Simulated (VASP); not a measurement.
Consider the following.

```
CELL_PARAMETERS angstrom
      3.76352     0.00000     0.00000
      0.00000     3.76352     0.00000
      0.00000     0.00000    19.64530
ATOMIC_POSITIONS crystal
  K  0.00000 0.00000 0.45211
  K  0.00000 0.00000 0.64368
  Cl 0.50000 0.50000 0.35632
  Cl 0.50000 0.50000 0.54789
```

All values below come from PBE GGA, VASP's PBE PAW potentials (set 64) (plane waves; VASP). Settings: 300 eV cut-off, 7×7×1 Γ-centred mesh, Fermi-Dirac smearing of 0.10 eV, potentials K_sv Cl.

The cell holds a wide vacuum, so values per volume refer to the whole cell.

Question: Give the energies of bands 11 to 19 at the high-symmetry points, in eV from the Fermi level.

Answer: 
```tsv
band	Γ	X	M
11	-4.22	-4.53	-4.28
12	-3.15	-3.76	-4.28
13	-3.15	-3.05	-3.79
14	-0.99	-1.40	-1.15
15	-0.40	-0.64	-1.15
16	-0.10	0.01	-0.55
17	-0.10	1.58	2.68
18	2.40	1.92	3.68
19	3.20	3.75	3.68
```

It has no gap at this level: it comes out as a metal or semimetal.

The cell is a sheet with vacuum, built from a generated structure.
